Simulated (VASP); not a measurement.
# Energy against moment in CuAu, part 2 of 2

Aim: the energy of CuAu as a function of its total moment. The start is a cell from a database of measured crystal structures.

VASP 6.6.1, plane waves and PAW; the level of theory is named at each step.

Still holding for the runs below: The k-mesh is coarse for a metal.

So far. Step 3 (Fixed spin moment, fixed moment 0): Energy at zero smearing: -7.06762 eV. Step 3 (Fixed spin moment, fixed moment 0): The run ends at a pressure of 4.13 GPa.

The database entry behind the starting cell is an old determination (1936), so it need not match the best structure at ambient conditions.

## 4. Fixed spin moment, fixed moment 0.17

Level of this step: PBE, spin-polarised, total moment fixed; plane waves and PAW (Au, Cu) (VASP).

Input file INCAR:

```
SYSTEM = CuAu
PREC = Accurate
ENCUT = 360
EDIFF = 1E-06
NELM = 150
ISMEAR = 1
SIGMA = 0.1
LREAL = .FALSE.
ALGO = Normal
GGA = PE
NBANDS = 17
ISPIN = 2
MAGMOM = 0 0.17
LASPH = .TRUE.
LMAXMIX = 4
LORBIT = 11
LWAVE = .FALSE.
LCHARG = .FALSE.
AMIX = 0.2
BMIX = 1E-04
AMIX_MAG = 0.8
BMIX_MAG = 1E-04
NUPDOWN = 0.17
```

Input file POSCAR:

```
CuAu
1.0
    2.8107494552      0.0000000000      0.0000000000
    0.0000000000      2.8107494552      0.0000000000
    0.0000000000      0.0000000000      3.6850000000
Au Cu
1 1
Direct
    0.0000000000      0.0000000000      0.0000000000
    0.5000000000      0.5000000000      0.5000000000
```

Input file KPOINTS:

```
Automatic mesh
0
Gamma
9 9 7
0 0 0
```

The projector-augmented-wave data sets are Au and Cu (PBE family, release 64).

On the command line:

```console
$ mpirun -np 1 vasp_std
```

Log:

```text
[... set-up lines as in an earlier step ...]
 entering main loop
       N       E                     dE             d eps       ncg     rms          rms(c)
DAV:   1     0.102187532295E+03    0.10219E+03   -0.85043E+03  4448   0.133E+03
DAV:   2    -0.508707103201E+01   -0.10727E+03   -0.10139E+03  4153   0.255E+02
DAV:   3    -0.798122566712E+01   -0.28942E+01   -0.28613E+01  5008   0.529E+01
DAV:   4    -0.801809935385E+01   -0.36874E-01   -0.36858E-01  5172   0.485E+00
DAV:   5    -0.801922365109E+01   -0.11243E-02   -0.11243E-02  5612   0.897E-01    0.116E+01
DAV:   6    -0.724935497895E+01    0.76987E+00   -0.22769E+00  4327   0.401E+01    0.645E+00
DAV:   7    -0.708075477098E+01    0.16860E+00   -0.56599E-01  6222   0.210E+01    0.605E+00
DAV:   8    -0.704625401343E+01    0.34501E-01   -0.12832E-01  5240   0.547E+00    0.441E+00
DAV:   9    -0.703682974491E+01    0.94243E-02   -0.46886E-02  6018   0.521E+00    0.142E+00
DAV:  10    -0.703269631280E+01    0.41334E-02   -0.14372E-02  5937   0.390E+00    0.329E-01
DAV:  11    -0.703266238160E+01    0.33931E-04   -0.32962E-04  5895   0.247E-01    0.136E-01
DAV:  12    -0.703262545427E+01    0.36927E-04   -0.16776E-04  6185   0.296E-01    0.139E-02
DAV:  13    -0.703262460249E+01    0.85178E-06   -0.12559E-05  5975   0.664E-02    0.979E-03
DAV:  14    -0.703262493868E+01   -0.33619E-06   -0.49199E-07  2551   0.711E-03
   1 F= -.70326249E+01 E0= -.70324833E+01  d E =-.424822E-03  mag=     0.1700
```

Elapsed: 14 s, on 1 MPI rank of Intel Xeon 6975P-C (Granite Rapids), shared host; peak memory 0.15 GiB.

OUTCAR, selected parts (step 4):

```text
The static configuration has the point symmetry D_4h.

 Found     60 irreducible k-points:

   NELECT =      22.0000    total number of electrons

 E-fermi :   8.4006

 spin component 1
 k-point     1 :       0.0000    0.0000    0.0000
  band No.  band energies     occupation
    ...
      7       5.8742      1.00000
      8       6.5654      1.00000
      9       7.0051      1.00000
     10       7.2287      1.00000
     11       7.2287      1.00000
     12      10.8014     -0.00000
     13      16.7290      0.00000
     14      18.7247      0.00000
     15      18.7247      0.00000
     16      25.4144      0.00000
    ...

 k-point     2 :       0.1111    0.0000    0.0000
  band No.  band energies     occupation
    ...
      7       5.9175      1.00000
      8       6.5558      1.00000
      9       6.8362      1.00000
     10       6.8877      1.00000
     11       7.1693      1.00000
     12      11.5826      0.00000
     13      16.1944      0.00000
     14      17.5826      0.00000
     15      19.2112      0.00000
     16      25.0454      0.00000
    ...

 k-point     3 :       0.2222    0.0000    0.0000
  band No.  band energies     occupation
    ...
      7       5.9635      1.00000
      8       6.2541      1.00000
      9       6.6049      1.00000
     10       6.6439      1.00000
     11       7.0007      1.00000
     12      13.2950      0.00000
     13      13.7447      0.00000
     14      17.2330      0.00000
     15      20.5391      0.00000
     16      23.7573      0.00000
    ...

 k-point     4 :       0.3333    0.0000    0.0000
  band No.  band energies     occupation
    ...
      7       5.8719      1.00000
      8       5.8727      1.00000
      9       6.4296      1.00000
     10       6.7592      1.00000
     11       6.8884      1.00000
     12      11.1238     -0.00000
     13      15.3869      0.00000
     14      17.4258      0.00000
     15      21.9809      0.00000
     16      22.4589      0.00000
    ...

  Total        0.8076246      0.8076246      0.7107296      0.0000000      0.0000000      0.0000000
  in kB       44.4465828     44.4465828     39.1140899      0.0000000      0.0000000      0.0000000
  external PRESSURE =      42.6690852 kB  Pullay stress =       0.0000000 kB

  FREE ENERGIE OF THE ION-ELECTRON SYSTEM (eV)
  ---------------------------------------------------
  free  energy   TOTEN  =        -7.0326249387 eV

  energy  without entropy=       -7.0322001163  energy(sigma->0) =       -7.03248333

 total charge
# of ion       s       p       d       tot
------------------------------------------
    1        0.610   0.423   8.701   9.734
    2        0.377   0.318   9.217   9.912
--------------------------------------------------
tot          0.988   0.740  17.918  19.646

 magnetization (x)
# of ion       s       p       d       tot
------------------------------------------
    1        0.012   0.019   0.036   0.067
    2        0.008   0.015   0.040   0.063
--------------------------------------------------
tot          0.020   0.034   0.076   0.130

[... 9 parts as in an earlier step ...]

[... 9 further parts left out ...]
```

Numbers from this step:

```yaml
free_energy_toten: -7.033 eV
energy_at_zero_smearing: -7.032 eV
moment_of_the_cell_from_the_last_line_of_the_log: 0.17 μB
```

Spin moment in the PAW sphere by atom:

| atom | spin moment in the PAW sphere (μB) |
| --- | --- |
| Au1 | 0.0670 |
| Cu2 | 0.0630 |

Energy at zero smearing: -7.03248 eV.

The run ends at a pressure of 4.27 GPa.

## 5. Fixed spin moment, fixed moment 0.34

Edit INCAR of step 4 so:

```diff
@@ -12,3 +12,3 @@
 ISPIN = 2
-MAGMOM = 0 0.17
+MAGMOM = 0 0.34
 LASPH = .TRUE.
@@ -22,2 +22,2 @@
 BMIX_MAG = 1E-04
-NUPDOWN = 0.17
+NUPDOWN = 0.34
```

POSCAR is that of step 4.

KPOINTS is that of step 4.

On the command line:

```console
$ mpirun -np 1 vasp_std
```

Log:

```text
[... set-up lines as in an earlier step ...]
 entering main loop
       N       E                     dE             d eps       ncg     rms          rms(c)
DAV:   1     0.102229910018E+03    0.10223E+03   -0.85037E+03  4448   0.133E+03
DAV:   2    -0.503774236626E+01   -0.10727E+03   -0.10146E+03  4153   0.255E+02
DAV:   3    -0.791808278539E+01   -0.28803E+01   -0.28465E+01  5008   0.528E+01
DAV:   4    -0.795492417048E+01   -0.36841E-01   -0.36825E-01  5180   0.485E+00
[...]
DAV:  12    -0.695295389051E+01    0.31617E-04   -0.19032E-04  5601   0.389E-01    0.174E-02
DAV:  13    -0.695295021895E+01    0.36716E-05   -0.18839E-05  6170   0.134E-01    0.523E-03
DAV:  14    -0.695295037758E+01   -0.15864E-06   -0.12078E-06  3213   0.247E-02
   1 F= -.69529504E+01 E0= -.69528642E+01  d E =-.258522E-03  mag=     0.3400
```

Wall time 14 s (1 MPI rank); peak memory 0.15 GiB.

From OUTCAR (step 5):

```text
  Total        1.0019550      1.0019550      0.5910423      0.0000000      0.0000000      0.0000000
  in kB       55.1413030     55.1413030     32.5272554      0.0000000      0.0000000      0.0000000
  external PRESSURE =      47.6032871 kB  Pullay stress =       0.0000000 kB

  FREE ENERGIE OF THE ION-ELECTRON SYSTEM (eV)
  ---------------------------------------------------
  free  energy   TOTEN  =        -6.9529503776 eV

  energy  without entropy=       -6.9526918554  energy(sigma->0) =       -6.95286420

 magnetization (x)
# of ion       s       p       d       tot
------------------------------------------
    1        0.025   0.037   0.072   0.134
    2        0.014   0.030   0.085   0.128
--------------------------------------------------
tot          0.039   0.067   0.157   0.262

[... 3 parts as in an earlier step ...]

[... 1 further part left out ...]
[key lines of the parts left out:]
E-fermi :   8.2078
```

Spin moment in the PAW sphere by atom:

| atom | spin moment in the PAW sphere (μB) |
| --- | --- |
| Au1 | 0.134 |
| Cu2 | 0.128 |

Energy at zero smearing: -6.95286 eV.

The run ends at a pressure of 4.76 GPa.

## 6. Fixed spin moment, fixed moment 0.51

Edit INCAR of step 5 so:

```diff
@@ -12,3 +12,3 @@
 ISPIN = 2
-MAGMOM = 0 0.34
+MAGMOM = 0 0.51
 LASPH = .TRUE.
@@ -22,2 +22,2 @@
 BMIX_MAG = 1E-04
-NUPDOWN = 0.34
+NUPDOWN = 0.51
```

POSCAR is that of step 5.

KPOINTS is that of step 5.

On the command line:

```console
$ mpirun -np 1 vasp_std
```

Log:

```text
[... set-up lines as in an earlier step ...]
 entering main loop
       N       E                     dE             d eps       ncg     rms          rms(c)
DAV:   1     0.102298437158E+03    0.10230E+03   -0.85031E+03  4448   0.133E+03
DAV:   2    -0.494558184270E+01   -0.10724E+03   -0.10150E+03  4153   0.255E+02
DAV:   3    -0.781748128988E+01   -0.28719E+01   -0.28347E+01  5008   0.527E+01
DAV:   4    -0.785424592726E+01   -0.36765E-01   -0.36748E-01  5171   0.485E+00
[...]
DAV:  12    -0.683549756318E+01    0.39644E-04   -0.24854E-04  4890   0.474E-01    0.206E-02
DAV:  13    -0.683549265527E+01    0.49079E-05   -0.30969E-05  6230   0.180E-01    0.749E-03
DAV:  14    -0.683549307068E+01   -0.41541E-06   -0.97541E-07  3030   0.205E-02
   1 F= -.68354931E+01 E0= -.68354546E+01  d E =-.115332E-03  mag=     0.5100
```

The job ended after 14 s (1 MPI rank; peak memory 0.15 GiB).

OUTCAR, selected parts (step 6):

```text
  Total        1.1616486      1.1616486      0.5314424      0.0000000      0.0000000     -0.0000000
  in kB       63.9298351     63.9298351     29.2472486      0.0000000      0.0000000     -0.0000000
  external PRESSURE =      52.3689730 kB  Pullay stress =       0.0000000 kB

  FREE ENERGIE OF THE ION-ELECTRON SYSTEM (eV)
  ---------------------------------------------------
  free  energy   TOTEN  =        -6.8354930707 eV

  energy  without entropy=       -6.8353777391  energy(sigma->0) =       -6.83545463

 magnetization (x)
# of ion       s       p       d       tot
------------------------------------------
    1        0.038   0.056   0.106   0.201
    2        0.022   0.043   0.131   0.195
--------------------------------------------------
tot          0.060   0.099   0.237   0.396

[... 3 parts as in an earlier step ...]

[... 1 further part left out ...]
[key lines of the parts left out:]
E-fermi :   7.8655
```

Spin moment in the PAW sphere by atom:

| atom | spin moment in the PAW sphere (μB) |
| --- | --- |
| Au1 | 0.201 |
| Cu2 | 0.195 |

Energy at zero smearing: -6.83545 eV.

The run ends at a pressure of 5.24 GPa.

## 7. Fixed spin moment, fixed moment 0.69

Edit INCAR of step 6 so:

```diff
@@ -12,3 +12,3 @@
 ISPIN = 2
-MAGMOM = 0 0.51
+MAGMOM = 0 0.69
 LASPH = .TRUE.
@@ -22,2 +22,2 @@
 BMIX_MAG = 1E-04
-NUPDOWN = 0.51
+NUPDOWN = 0.69
```

POSCAR is that of step 6.

KPOINTS is that of step 6.

On the command line:

```console
$ mpirun -np 1 vasp_std
```

Log:

```text
[... set-up lines as in an earlier step ...]
 entering main loop
       N       E                     dE             d eps       ncg     rms          rms(c)
DAV:   1     0.102406044076E+03    0.10241E+03   -0.85025E+03  4448   0.133E+03
DAV:   2    -0.481938872273E+01   -0.10723E+03   -0.10158E+03  4153   0.256E+02
DAV:   3    -0.769092905198E+01   -0.28715E+01   -0.28360E+01  4985   0.527E+01
DAV:   4    -0.772803277652E+01   -0.37104E-01   -0.37086E-01  5180   0.487E+00
[...]
DAV:  12    -0.666729401979E+01    0.34309E-04   -0.11115E-04  4943   0.276E-01    0.368E-02
DAV:  13    -0.666728987178E+01    0.41480E-05   -0.15852E-05  6177   0.705E-02    0.113E-02
DAV:  14    -0.666728943167E+01    0.44011E-06   -0.12829E-06  3285   0.334E-02
   1 F= -.66672894E+01 E0= -.66672117E+01  d E =-.233149E-03  mag=     0.6900
```

It took 14 s on 1 MPI rank; peak memory 0.15 GiB.

Parts of OUTCAR (step 7):

```text
  Total        1.2236030      1.2236030      0.8996766      0.0000000     -0.0000000      0.0000000
  in kB       67.3394159     67.3394159     49.5125470      0.0000000     -0.0000000      0.0000000
  external PRESSURE =      61.3971263 kB  Pullay stress =       0.0000000 kB

  FREE ENERGIE OF THE ION-ELECTRON SYSTEM (eV)
  ---------------------------------------------------
  free  energy   TOTEN  =        -6.6672894317 eV

  energy  without entropy=       -6.6670562828  energy(sigma->0) =       -6.66721172

 magnetization (x)
# of ion       s       p       d       tot
------------------------------------------
    1        0.049   0.073   0.149   0.271
    2        0.032   0.055   0.183   0.270
--------------------------------------------------
tot          0.081   0.128   0.332   0.541

[... 3 parts as in an earlier step ...]

[... 1 further part left out ...]
[key lines of the parts left out:]
E-fermi :   7.6013
```

Energy at zero smearing: -6.66721 eV.

The run ends at a pressure of 6.14 GPa.

## 8. Fixed spin moment, fixed moment 0.86

Edit INCAR of step 7 so:

```diff
@@ -12,3 +12,3 @@
 ISPIN = 2
-MAGMOM = 0 0.69
+MAGMOM = 0 0.86
 LASPH = .TRUE.
@@ -22,2 +22,2 @@
 BMIX_MAG = 1E-04
-NUPDOWN = 0.69
+NUPDOWN = 0.86
```

POSCAR is that of step 7.

KPOINTS is that of step 7.

On the command line:

```console
$ mpirun -np 1 vasp_std
```

Log:

```text
[... set-up lines as in an earlier step ...]
 entering main loop
       N       E                     dE             d eps       ncg     rms          rms(c)
DAV:   1     0.102527016184E+03    0.10253E+03   -0.85020E+03  4448   0.134E+03
DAV:   2    -0.467504440553E+01   -0.10720E+03   -0.10140E+03  4153   0.256E+02
DAV:   3    -0.754510284996E+01   -0.28701E+01   -0.28336E+01  4977   0.527E+01
DAV:   4    -0.758261432185E+01   -0.37511E-01   -0.37491E-01  5164   0.489E+00
[...]
DAV:  12    -0.646007940202E+01    0.33725E-04   -0.69836E-05  5118   0.187E-01    0.281E-02
DAV:  13    -0.646007400281E+01    0.53992E-05   -0.14201E-05  5791   0.485E-02    0.102E-02
DAV:  14    -0.646007376178E+01    0.24103E-06   -0.10274E-06  3456   0.189E-02
   1 F= -.64600738E+01 E0= -.64600606E+01  d E =-.394731E-04  mag=     0.8600
```

The job ended after 14 s (1 MPI rank; peak memory 0.15 GiB).

OUTCAR, selected parts (step 8):

```text
  Total        1.3463330      1.3463330      1.0754304      0.0000000      0.0000000      0.0000000
  in kB       74.0937067     74.0937067     59.1849299      0.0000000      0.0000000      0.0000000
  external PRESSURE =      69.1241145 kB  Pullay stress =       0.0000000 kB

  FREE ENERGIE OF THE ION-ELECTRON SYSTEM (eV)
  ---------------------------------------------------
  free  energy   TOTEN  =        -6.4600737618 eV

  energy  without entropy=       -6.4600342887  energy(sigma->0) =       -6.46006060

 magnetization (x)
# of ion       s       p       d       tot
------------------------------------------
    1        0.058   0.091   0.186   0.335
    2        0.041   0.069   0.230   0.341
--------------------------------------------------
tot          0.099   0.160   0.416   0.675

[... 3 parts as in an earlier step ...]

[... 1 further part left out ...]
[key lines of the parts left out:]
E-fermi :   7.4754
```

Spin moment in the PAW sphere by atom:

| atom | spin moment in the PAW sphere (μB) |
| --- | --- |
| Au1 | 0.335 |
| Cu2 | 0.341 |

Energy at zero smearing: -6.46006 eV.

The run ends at a pressure of 6.91 GPa.

## 9. Fixed spin moment, fixed moment 1.03

Edit INCAR of step 8 so:

```diff
@@ -12,3 +12,3 @@
 ISPIN = 2
-MAGMOM = 0 0.86
+MAGMOM = 0 1.03
 LASPH = .TRUE.
@@ -22,2 +22,2 @@
 BMIX_MAG = 1E-04
-NUPDOWN = 0.86
+NUPDOWN = 1.03
```

POSCAR is that of step 8.

KPOINTS is that of step 8.

On the command line:

```console
$ mpirun -np 1 vasp_std
```

Log:

```text
[... set-up lines as in an earlier step ...]
 entering main loop
       N       E                     dE             d eps       ncg     rms          rms(c)
DAV:   1     0.102676264257E+03    0.10268E+03   -0.85014E+03  4448   0.134E+03
DAV:   2    -0.449059601586E+01   -0.10717E+03   -0.10144E+03  4153   0.256E+02
DAV:   3    -0.735863938422E+01   -0.28680E+01   -0.28280E+01  4968   0.526E+01
DAV:   4    -0.739621186863E+01   -0.37572E-01   -0.37554E-01  5164   0.489E+00
[...]
DAV:  12    -0.619985817208E+01    0.35263E-04   -0.63663E-05  4982   0.125E-01    0.221E-02
DAV:  13    -0.619985110155E+01    0.70705E-05   -0.18243E-05  5166   0.527E-02    0.892E-03
DAV:  14    -0.619985131281E+01   -0.21126E-06   -0.19320E-06  3674   0.310E-02
   1 F= -.61998513E+01 E0= -.61996531E+01  d E =-.594695E-03  mag=     1.0300
```

Wall time 14 s (1 MPI rank); peak memory 0.15 GiB.

Parts of OUTCAR (step 9):

```text
  Total        1.6020696      1.6020696      1.1105177      0.0000000      0.0000000      0.0000000
  in kB       88.1678397     88.1678397     61.1159153      0.0000000      0.0000000      0.0000000
  external PRESSURE =      79.1505316 kB  Pullay stress =       0.0000000 kB

  FREE ENERGIE OF THE ION-ELECTRON SYSTEM (eV)
  ---------------------------------------------------
  free  energy   TOTEN  =        -6.1998513128 eV

  energy  without entropy=       -6.1992566174  energy(sigma->0) =       -6.19965308

 magnetization (x)
# of ion       s       p       d       tot
------------------------------------------
    1        0.068   0.111   0.219   0.397
    2        0.048   0.084   0.279   0.411
--------------------------------------------------
tot          0.116   0.195   0.498   0.808

[... 3 parts as in an earlier step ...]

[... 1 further part left out ...]
[key lines of the parts left out:]
E-fermi :   7.2275
```

Spin moment in the PAW sphere by atom:

| atom | spin moment in the PAW sphere (μB) |
| --- | --- |
| Au1 | 0.397 |
| Cu2 | 0.411 |

Energy at zero smearing: -6.19965 eV.

The run ends at a pressure of 7.92 GPa.

## 10. Fixed spin moment, fixed moment 1.2

Edit INCAR of step 9 so:

```diff
@@ -12,3 +12,3 @@
 ISPIN = 2
-MAGMOM = 0 1.03
+MAGMOM = 0 1.2
 LASPH = .TRUE.
@@ -22,2 +22,2 @@
 BMIX_MAG = 1E-04
-NUPDOWN = 1.03
+NUPDOWN = 1.2
```

POSCAR is that of step 9.

KPOINTS is that of step 9.

On the command line:

```console
$ mpirun -np 1 vasp_std
```

Log:

```text
[... set-up lines as in an earlier step ...]
 entering main loop
       N       E                     dE             d eps       ncg     rms          rms(c)
DAV:   1     0.102863411604E+03    0.10286E+03   -0.85009E+03  4448   0.134E+03
DAV:   2    -0.429155485786E+01   -0.10715E+03   -0.10151E+03  4153   0.256E+02
DAV:   3    -0.716390553329E+01   -0.28724E+01   -0.28323E+01  4968   0.526E+01
DAV:   4    -0.720140581598E+01   -0.37500E-01   -0.37480E-01  5171   0.489E+00
[...]
DAV:  12    -0.591931212902E+01    0.28602E-04   -0.84353E-05  5034   0.998E-02    0.344E-02
DAV:  13    -0.591929373084E+01    0.18398E-04   -0.31765E-05  5289   0.867E-02    0.145E-02
DAV:  14    -0.591929346728E+01    0.26356E-06   -0.31870E-06  4129   0.322E-02
   1 F= -.59192935E+01 E0= -.59194627E+01  d E =0.507801E-03  mag=     1.2000
```

The job ended after 14 s (1 MPI rank; peak memory 0.15 GiB).

OUTCAR, selected parts (step 10):

```text
  Total        1.7433115      1.7433115      1.3766437      0.0000000      0.0000000      0.0000000
  in kB       95.9409037     95.9409037     75.7618163      0.0000000      0.0000000      0.0000000
  external PRESSURE =      89.2145413 kB  Pullay stress =       0.0000000 kB

  FREE ENERGIE OF THE ION-ELECTRON SYSTEM (eV)
  ---------------------------------------------------
  free  energy   TOTEN  =        -5.9192934673 eV

  energy  without entropy=       -5.9198012682  energy(sigma->0) =       -5.91946273

 magnetization (x)
# of ion       s       p       d       tot
------------------------------------------
    1        0.075   0.130   0.263   0.468
    2        0.051   0.098   0.326   0.475
--------------------------------------------------
tot          0.126   0.228   0.588   0.943

[... 3 parts as in an earlier step ...]

[... 1 further part left out ...]
[key lines of the parts left out:]
E-fermi :   7.1034
```

Energy at zero smearing: -5.91946 eV.

The run ends at a pressure of 8.92 GPa.

## 11. Summary

This step: fixed spin moments, PBE; plane waves and PAW (VASP 6.6.1).

Derived from the runs above.

Numbers from this step:

- free moment: 0 μB
- magnetic energy: 3.90e-4 meV/magnetic atom

Energy above the free run against moment of the cell:

| moment of the cell (μB) | energy above the free run (meV/magnetic atom) |
| --- | --- |
| 0.000 | 0 |
| 0.170 | 35.1 |
| 0.340 | 115 |
| 0.510 | 232 |
| 0.690 | 400 |
| 0.860 | 608 |
| 1.030 | 868 |
| 1.200 | 1148 |

## 12. Results

- free moment: 4.1e-5 μB

**Reading.** Left free, the cell holds 0.00 μB. Forcing 1.2 μB costs 1148 meV for each atom counted as magnetic, from the free run. The cell is non-magnetic at this level.

[Lines on the potential files, build, host, timing and source positions are cut from VASP's logs without a mark.]

[Logs are printed without paths, hosts, clocks, repeated set-up lines and the standing remarks that a program may print on its own settings, such as how far it seeks lower states.]

[Hosts, paths, dates, database ids (printed as entryN), source tags and the programs' standing remarks are cut or masked in the printed files.]

[In band tables of VASP the shares of atoms and orbitals are scaled to a sum of 1 inside the atoms' spheres.]

[Runs that stopped without an error message from VASP are left out.]
